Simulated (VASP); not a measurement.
# Which magnetic order does Co2Si take?, part 2 of 3

Is Co2Si a ferromagnet or an antiferromagnet at this level? The start is a cell from a database of measured crystal structures.

VASP 6.6.1, plane waves and PAW; the level of theory is named at each step.

Still holding for the runs below: The k-mesh is coarse for a metal.

So far. Step 2 (Magnetic order, start order fm, signs ++++++++): The largest moment at the end is 0.50 μB, and the moments of the cell sum to 2.88 μB.

**3. Magnetic order, start order AFM 1, signs +-+--+-+**

This step: PBE, spin-polarised, from moments of both signs; plane waves and PAW (Co, Si) (VASP 6.6.1).

INCAR reads:

```
SYSTEM = Co2Si
PREC = Normal
ENCUT = 350
EDIFF = 1E-06
NELM = 150
ISMEAR = 0
SIGMA = 0.05
LREAL = .FALSE.
ALGO = Normal
GGA = PE
NBANDS = 70
ISPIN = 2
MAGMOM = 2 -2 2 -2 -2 2 -2 2 0 0 0 0
LASPH = .TRUE.
LMAXMIX = 4
LORBIT = 11
LWAVE = .FALSE.
LCHARG = .TRUE.
AMIX = 0.2
BMIX = 1E-04
AMIX_MAG = 0.8
BMIX_MAG = 1E-04
```

POSCAR reads:

```
Co2Si
1.0
    4.9180000000      0.0000000000      0.0000000000
    0.0000000000      3.7380000000      0.0000000000
    0.0000000000      0.0000000000      7.1090000000
Co Si
8 4
Direct
    0.3260000000      0.7500000000      0.9380000000
    0.6740000000      0.2500000000      0.0620000000
    0.1740000000      0.2500000000      0.4380000000
    0.8260000000      0.7500000000      0.5620000000
    0.4620000000      0.7500000000      0.2820000000
    0.5380000000      0.2500000000      0.7180000000
    0.0380000000      0.2500000000      0.7820000000
    0.9620000000      0.7500000000      0.2180000000
    0.7980000000      0.7500000000      0.8890000000
    0.2020000000      0.2500000000      0.1110000000
    0.7020000000      0.2500000000      0.3890000000
    0.2980000000      0.7500000000      0.6110000000
```

KPOINTS reads:

```
Automatic mesh
0
Gamma
4 5 3
0 0 0
```

Potentials, in the order of the species: Co and Si (PBE family, release 64).

On the command line:

```sh
mpirun -np 1 vasp_std
```

Output:

```text
[... set-up lines as in an earlier step ...]
 entering main loop
       N       E                     dE             d eps       ncg     rms          rms(c)
DAV:   1     0.563438277594E+03    0.56344E+03   -0.26764E+04  5040   0.113E+03
DAV:   2    -0.368126947243E+02   -0.60025E+03   -0.55780E+03  5040   0.296E+02
DAV:   3    -0.921528974140E+02   -0.55340E+02   -0.49570E+02  5342   0.108E+02
DAV:   4    -0.941119094515E+02   -0.19590E+01   -0.19385E+01  5906   0.213E+01
DAV:   5    -0.941749072198E+02   -0.62998E-01   -0.62964E-01  6352   0.320E+00    0.372E+01
DAV:   6    -0.834165913515E+02    0.10758E+02   -0.37361E+01  6282   0.621E+01    0.170E+01
DAV:   7    -0.863855992831E+02   -0.29690E+01   -0.13493E+01  6378   0.566E+01    0.251E+01
DAV:   8    -0.832598348226E+02    0.31258E+01   -0.45160E+00  6130   0.391E+01    0.962E+00
DAV:   9    -0.833147719652E+02   -0.54937E-01   -0.99114E-01  7438   0.107E+01    0.474E+00
DAV:  10    -0.833076712710E+02    0.71007E-02   -0.41441E-01  7856   0.571E+00    0.122E+00
DAV:  11    -0.833228590749E+02   -0.15188E-01   -0.10910E-01  5682   0.214E+00    0.808E-01
DAV:  12    -0.833249688652E+02   -0.21098E-02   -0.18864E-02  8280   0.833E-01    0.467E-01
DAV:  13    -0.833254783300E+02   -0.50946E-03   -0.48874E-03  5440   0.369E-01    0.276E-01
DAV:  14    -0.833256468838E+02   -0.16855E-03   -0.71542E-04  6028   0.167E-01    0.894E-02
DAV:  15    -0.833256966629E+02   -0.49779E-04   -0.17784E-04  7036   0.144E-01    0.415E-02
DAV:  16    -0.833256981307E+02   -0.14678E-05   -0.77948E-05  6688   0.703E-02    0.231E-02
DAV:  17    -0.833257012707E+02   -0.31400E-05   -0.17747E-05  5834   0.312E-02    0.181E-02
DAV:  18    -0.833257040833E+02   -0.28125E-05   -0.26095E-05  4876   0.399E-02    0.151E-02
DAV:  19    -0.833257075970E+02   -0.35137E-05   -0.11997E-05  4980   0.199E-02    0.132E-02
DAV:  20    -0.833257098084E+02   -0.22115E-05   -0.61955E-06  3216   0.132E-02    0.125E-02
DAV:  21    -0.833257170767E+02   -0.72682E-05   -0.14289E-04  7802   0.823E-02    0.836E-03
DAV:  22    -0.833257210257E+02   -0.39490E-05   -0.21129E-05  6610   0.264E-02    0.629E-03
DAV:  23    -0.833257227868E+02   -0.17611E-05   -0.16602E-05  3002   0.285E-02    0.460E-03
DAV:  24    -0.833257241325E+02   -0.13457E-05   -0.42434E-05  6134   0.451E-02    0.289E-03
DAV:  25    -0.833257252491E+02   -0.11166E-05   -0.49697E-06  4382   0.114E-02    0.184E-03
DAV:  26    -0.833257254609E+02   -0.21181E-06   -0.45431E-06  2718   0.138E-02
   1 F= -.83325725E+02 E0= -.83313341E+02  d E =-.247682E-01  mag=    -0.0000
```

It took 4.9 min on 1 MPI rank of Intel Xeon Platinum 8259CL at 2.50GHz (Skylake/Cascade Lake), shared host; peak memory 0.23 GiB.

Parts of OUTCAR (step 3):

```text
 Found     18 irreducible k-points:

   NELECT =      88.0000    total number of electrons

 E-fermi :  11.2402

 spin component 1
 k-point     1 :       0.0000    0.0000    0.0000
  band No.  band energies     occupation
    ...
     40      10.8471      1.00000
     41      10.8818      1.00000
     42      10.9644      1.00000
     43      11.0229      1.00000
     44      11.1770      0.96304
     45      11.2808      0.12530
     46      11.3178      0.01407
     47      11.6536      0.00000
     48      12.1111      0.00000
     49      12.8108      0.00000
    ...

 k-point     2 :       0.2500    0.0000    0.0000
  band No.  band energies     occupation
    ...
     40      10.7406      1.00000
     41      10.7897      1.00000
     42      10.9469      1.00000
     43      11.0719      1.00000
     44      11.1584      0.98965
     45      11.3077      0.02811
     46      11.3443      0.00162
     47      11.9847      0.00000
     48      12.8509      0.00000
     49      13.8039      0.00000
    ...

 k-point     3 :       0.5000    0.0000    0.0000
  band No.  band energies     occupation
    ...
     40      10.8005      1.00000
     41      11.0020      1.00000
     42      11.0021      1.00000
     43      11.0355      1.00000
     44      11.0357      1.00000
     45      11.2887      0.08501
     46      11.2893      0.08252
     47      13.3610      0.00000
     48      13.3612      0.00000
     49      13.8264      0.00000
    ...

 k-point     4 :       0.0000    0.2000    0.0000
  band No.  band energies     occupation
    ...
     41      10.6897      1.00000
     42      11.0084      1.00000
     43      11.0182      1.00000
     44      11.2210      0.70621
     45      11.2304      0.60912
     46      11.6092      0.00000
     47      11.6418      0.00000
     48      12.2811      0.00000
     49      12.4090      0.00000
     50      12.6938      0.00000
    ...

  Total       -5.3508289     -5.8834317     -4.2193310     -0.0000000      0.0000000      0.0000000
  in kB      -65.5987122    -72.1281787    -51.7270654     -0.0000000      0.0000000      0.0000000
  external PRESSURE =     -63.1513188 kB  Pullay stress =       0.0000000 kB

 POSITION                                       TOTAL-FORCE (eV/Angst)
 -----------------------------------------------------------------------------------
      1.60327      2.80350      6.66824         0.014752      0.000000     -0.029729
      3.31473      0.93450      0.44076        -0.014752     -0.000000      0.029729
      0.85573      0.93450      3.11374        -0.014752     -0.000000     -0.029729
      4.06227      2.80350      3.99526         0.014752      0.000000      0.029729
      2.27212      2.80350      2.00474        -0.034648     -0.000000      0.134547
      2.64588      0.93450      5.10426         0.034648     -0.000000     -0.134547
      0.18688      0.93450      5.55924         0.034648      0.000000      0.134547
      4.73112      2.80350      1.54976        -0.034648      0.000000     -0.134547
      3.92456      2.80350      6.31990        -0.091007      0.000000      0.234750
      0.99344      0.93450      0.78910         0.091007      0.000000     -0.234750
      3.45244      0.93450      2.76540         0.091007      0.000000      0.234750
      1.46556      2.80350      4.34360        -0.091007     -0.000000     -0.234750
 -----------------------------------------------------------------------------------
    total drift:                                0.000000      0.000000      0.000000

  FREE ENERGIE OF THE ION-ELECTRON SYSTEM (eV)
  ---------------------------------------------------
  free  energy   TOTEN  =       -83.3257254609 eV

  energy  without entropy=      -83.3009572205  energy(sigma->0) =      -83.31334134

 total charge
# of ion       s       p       d       tot
------------------------------------------
    1        0.446   0.566   7.462   8.475
    2        0.446   0.566   7.462   8.475
    3        0.446   0.566   7.462   8.475
    4        0.446   0.566   7.462   8.475
    5        0.430   0.540   7.422   8.392
    6        0.430   0.540   7.422   8.392
    7        0.430   0.540   7.422   8.392
    8        0.430   0.540   7.422   8.392
    9        0.729   0.892   0.000   1.622
   10        0.729   0.892   0.000   1.622
   11        0.729   0.892   0.000   1.622
   12        0.729   0.892   0.000   1.622
--------------------------------------------------
tot          6.421   7.996  59.535  73.952

 magnetization (x)
# of ion       s       p       d       tot
------------------------------------------
    1        0.000   0.000   0.000   0.000
    2       -0.000  -0.000  -0.000  -0.000
    3        0.000   0.000   0.000   0.000
    4       -0.000  -0.000  -0.000  -0.000
    5        0.000   0.000   0.000   0.000
    6       -0.000  -0.000  -0.000  -0.000
    7        0.000   0.000   0.000   0.000
    8       -0.000  -0.000  -0.000  -0.000
    9        0.000   0.000   0.000   0.000
   10       -0.000  -0.000   0.000  -0.000
   11        0.000   0.000   0.000   0.000
   12       -0.000  -0.000   0.000  -0.000
--------------------------------------------------
tot          0.000   0.000   0.000   0.000

[... 9 parts as in an earlier step ...]

[... 4 further parts left out ...]
```

This step gave:

```
electronic cycles       : 26
free energy (TOTEN)     : -83.3257 eV
energy at zero smearing : -83.3133 eV
Fermi energy            : 11.24 eV
```

The spin moment in the PAW sphere vanishes on all atoms.

Force by atom:

```csv
atom,x (eV/Å),y (eV/Å),z (eV/Å),size
Co1,0.015,0.000,-0.030,0.033
Co2,-0.015,0.000,0.030,0.033
Co3,-0.015,0.000,-0.030,0.033
Co4,0.015,0.000,0.030,0.033
Co5,-0.035,0.000,0.135,0.139
Co6,0.035,0.000,-0.135,0.139
Co7,0.035,0.000,0.135,0.139
Co8,-0.035,0.000,-0.135,0.139
Si9,-0.091,0.000,0.235,0.252
Si10,0.091,0.000,-0.235,0.252
Si11,0.091,0.000,0.235,0.252
Si12,-0.091,0.000,-0.235,0.252
```

Valence density in the ac plane at fractional y = 0.250, with atoms of Co and Si within 0.2 Å of it. It is the smooth field of the valence electrons, not physical close to the nuclei.

Ten even steps from '_' (0.0 e/Å³) to '@' (8.3 e/Å³), each cell a mean:
```
__________________....______
____________________________
--::..____________________..
%%##::______..::..______..--
@@##::______--##**::____..==
==--..____..==@@%%::______::
____________::++==..________
______________....__________
____________________________
__::----..__________________
..++@@##::__________________
..==%%**::__________________
__::----..__________________
____________________________
____________________________
____________________________
________________..::..______
______________..--**++..____
______________..++@@##::____
______________..--**++..____
```
Columns run along a (4.9 Å), rows up along c (7.1 Å). Atoms in or near the plane, at fractional coordinates: Co at (0.67, 0.06), Co at (0.17, 0.44), Co at (0.54, 0.72), Co at (0.04, 0.78), Si at (0.20, 0.11), Si at (0.70, 0.39).

The largest moment at the end is 0.00 μB, and the moments of the cell sum to 0.00 μB.

**4. Magnetic order, start order AFM 2, signs +--++--+**

INCAR: that of step 3 with these lines changed.

```diff
@@ -12,3 +12,3 @@
 ISPIN = 2
-MAGMOM = 2 -2 2 -2 -2 2 -2 2 0 0 0 0
+MAGMOM = 2 -2 -2 2 2 -2 -2 2 0 0 0 0
 LASPH = .TRUE.
@@ -17,3 +17,3 @@
 LWAVE = .FALSE.
-LCHARG = .TRUE.
+LCHARG = .FALSE.
 AMIX = 0.2
```

POSCAR is that of step 3.

KPOINTS is that of step 3.

On the command line:

```sh
mpirun -np 1 vasp_std
```

Output:

```text
[... set-up lines as in an earlier step ...]
 entering main loop
       N       E                     dE             d eps       ncg     rms          rms(c)
DAV:   1     0.563596475402E+03    0.56360E+03   -0.26764E+04  5040   0.113E+03
DAV:   2    -0.368638578526E+02   -0.60046E+03   -0.55779E+03  5040   0.296E+02
DAV:   3    -0.921435421239E+02   -0.55280E+02   -0.49567E+02  5316   0.108E+02
DAV:   4    -0.940850612507E+02   -0.19415E+01   -0.19216E+01  5892   0.212E+01
[...]
DAV:  19    -0.833306100700E+02   -0.48665E-05   -0.38853E-05  7642   0.506E-02    0.770E-03
DAV:  20    -0.833306120279E+02   -0.19579E-05   -0.14959E-05  5328   0.315E-02    0.400E-03
DAV:  21    -0.833306127273E+02   -0.69942E-06   -0.58560E-06  3574   0.184E-02
   1 F= -.83330613E+02 E0= -.83321110E+02  d E =-.190049E-01  mag=    -0.0000
```

Wall time 4.1 min (1 MPI rank); peak memory 0.24 GiB.

From OUTCAR (step 4):

```text
  Total       -5.0675930     -5.7602814     -4.1581364      0.0000000      0.0000000      0.0000000
  in kB      -62.1263696    -70.6184125    -50.9768480      0.0000000      0.0000000      0.0000000
  external PRESSURE =     -61.2405434 kB  Pullay stress =       0.0000000 kB

 POSITION                                       TOTAL-FORCE (eV/Angst)
 -----------------------------------------------------------------------------------
      1.60327      2.80350      6.66824         0.017190      0.000000     -0.036250
      3.31473      0.93450      0.44076        -0.017190     -0.000000      0.036250
      0.85573      0.93450      3.11374        -0.017190      0.000000     -0.036250
      4.06227      2.80350      3.99526         0.017190      0.000000      0.036250
      2.27212      2.80350      2.00474        -0.049746     -0.000000      0.171149
      2.64588      0.93450      5.10426         0.049746      0.000000     -0.171149
      0.18688      0.93450      5.55924         0.049746     -0.000000      0.171149
      4.73112      2.80350      1.54976        -0.049746     -0.000000     -0.171149
      3.92456      2.80350      6.31990        -0.100082     -0.000000      0.243367
      0.99344      0.93450      0.78910         0.100082     -0.000000     -0.243367
      3.45244      0.93450      2.76540         0.100082     -0.000000      0.243367
      1.46556      2.80350      4.34360        -0.100082     -0.000000     -0.243367
 -----------------------------------------------------------------------------------
    total drift:                                0.000000      0.000000     -0.000000

  FREE ENERGIE OF THE ION-ELECTRON SYSTEM (eV)
  ---------------------------------------------------
  free  energy   TOTEN  =       -83.3306127273 eV

  energy  without entropy=      -83.3116078050  energy(sigma->0) =      -83.32111027

 magnetization (x)
# of ion       s       p       d       tot
------------------------------------------
    1        0.001   0.002  -0.026  -0.022
    2       -0.001  -0.002   0.026   0.022
    3       -0.001  -0.002   0.026   0.022
    4        0.001   0.002  -0.026  -0.022
    5        0.001  -0.002   0.284   0.284
    6       -0.001   0.002  -0.284  -0.284
    7       -0.001   0.002  -0.284  -0.284
    8        0.001  -0.002   0.284   0.284
    9        0.000   0.003   0.000   0.003
   10       -0.000  -0.003   0.000  -0.003
   11       -0.000  -0.003   0.000  -0.003
   12        0.000   0.003   0.000   0.003
--------------------------------------------------
tot          0.000   0.000   0.000   0.000

[... 2 parts as in an earlier step ...]

[... 1 further part left out ...]
[key lines of the parts left out:]
E-fermi :  11.2213
```

The largest moment at the end is 0.28 μB, and the moments of the cell sum to 0.00 μB.

**5. Magnetic order, start order AFM 3, signs ++----++**

INCAR: that of step 4 with these lines changed.

```diff
@@ -12,3 +12,3 @@
 ISPIN = 2
-MAGMOM = 2 -2 -2 2 2 -2 -2 2 0 0 0 0
+MAGMOM = 2 2 -2 -2 -2 -2 2 2 0 0 0 0
 LASPH = .TRUE.
```

POSCAR is that of step 4.

KPOINTS is that of step 4.

On the command line:

```sh
mpirun -np 1 vasp_std
```

Output:

```text
[... set-up lines as in an earlier step ...]
 entering main loop
       N       E                     dE             d eps       ncg     rms          rms(c)
DAV:   1     0.563569103398E+03    0.56357E+03   -0.26556E+04  5040   0.113E+03
DAV:   2    -0.368413886775E+02   -0.60041E+03   -0.55814E+03  5040   0.296E+02
DAV:   3    -0.917340728410E+02   -0.54893E+02   -0.49208E+02  5352   0.108E+02
DAV:   4    -0.936952402598E+02   -0.19612E+01   -0.19411E+01  5866   0.213E+01
[...]
DAV:  21    -0.833257225120E+02   -0.40276E-05   -0.38755E-05  7574   0.480E-02    0.670E-03
DAV:  22    -0.833257240641E+02   -0.15521E-05   -0.13654E-05  4376   0.283E-02    0.470E-03
DAV:  23    -0.833257249260E+02   -0.86191E-06   -0.47141E-06  3308   0.149E-02
   1 F= -.83325725E+02 E0= -.83313340E+02  d E =-.247695E-01  mag=     0.0000
```

The job ended after 4 min (1 MPI rank; peak memory 0.24 GiB).

From OUTCAR (step 5):

```text
  Total       -5.3455501     -5.8782175     -4.2145168      0.0000000      0.0000000      0.0000000
  in kB      -65.5339958    -72.0642548    -51.6680464      0.0000000      0.0000000      0.0000000
  external PRESSURE =     -63.0887657 kB  Pullay stress =       0.0000000 kB

 POSITION                                       TOTAL-FORCE (eV/Angst)
 -----------------------------------------------------------------------------------
      1.60327      2.80350      6.66824         0.014721     -0.000000     -0.029684
      3.31473      0.93450      0.44076        -0.014721      0.000000      0.029684
      0.85573      0.93450      3.11374        -0.014721     -0.000000     -0.029684
      4.06227      2.80350      3.99526         0.014721      0.000000      0.029684
      2.27212      2.80350      2.00474        -0.034650     -0.000000      0.134580
      2.64588      0.93450      5.10426         0.034650      0.000000     -0.134580
      0.18688      0.93450      5.55924         0.034650      0.000000      0.134580
      4.73112      2.80350      1.54976        -0.034650     -0.000000     -0.134580
      3.92456      2.80350      6.31990        -0.091021      0.000000      0.234788
      0.99344      0.93450      0.78910         0.091021      0.000000     -0.234788
      3.45244      0.93450      2.76540         0.091021     -0.000000      0.234788
      1.46556      2.80350      4.34360        -0.091021      0.000000     -0.234788
 -----------------------------------------------------------------------------------
    total drift:                                0.000000      0.000000      0.000000

  FREE ENERGIE OF THE ION-ELECTRON SYSTEM (eV)
  ---------------------------------------------------
  free  energy   TOTEN  =       -83.3257249260 eV

  energy  without entropy=      -83.3009554644  energy(sigma->0) =      -83.31334020

 magnetization (x)
# of ion       s       p       d       tot
------------------------------------------
    1       -0.000   0.000  -0.002  -0.002
    2       -0.000   0.000  -0.002  -0.002
    3        0.000  -0.000   0.002   0.002
    4        0.000  -0.000   0.002   0.002
    5       -0.000  -0.000  -0.001  -0.001
    6       -0.000  -0.000  -0.001  -0.001
    7        0.000   0.000   0.001   0.001
    8        0.000   0.000   0.001   0.001
    9        0.000   0.000   0.000   0.000
   10        0.000   0.000   0.000   0.000
   11       -0.000  -0.000   0.000  -0.000
   12       -0.000  -0.000   0.000  -0.000
--------------------------------------------------
tot          0.000   0.000   0.000   0.000

[... 2 parts as in an earlier step ...]

[... 1 further part left out ...]
[key lines of the parts left out:]
E-fermi :  11.2402
```

The largest moment at the end is 0.00 μB, and the moments of the cell sum to 0.00 μB.

**6. The series together**

Times are for 1 MPI rank of Intel Xeon Platinum 8259CL at 2.50GHz (Skylake/Cascade Lake), shared host. The series side by side:

```csv
no.,start order,energy at zero smearing less the lowest (eV),"moment of the cell, from the last line of the log (μB)",time,memory (GiB)
1,fm,0,2.883,2.6 min,0.23
2,afm 1,0.09306,0,4.9 min,0.23
3,afm 2,0.08529,0,4.1 min,0.24
4,afm 3,0.09306,0,4 min,0.24
```

(Continued in part 3 of 3.)

[Lines on the potential files, build, host, timing and source positions are cut from VASP's logs without a mark.]

[Logs are printed without paths, hosts, clocks, repeated set-up lines and the standing remarks that a program may print on its own settings, such as how far it seeks lower states.]

[Hosts, paths, dates, database ids (printed as entryN), source tags and the programs' standing remarks are cut or masked in the printed files.]

[In band tables of VASP the shares of atoms and orbitals are scaled to a sum of 1 inside the atoms' spheres.]

[Runs that stopped without an error message from VASP are left out.]
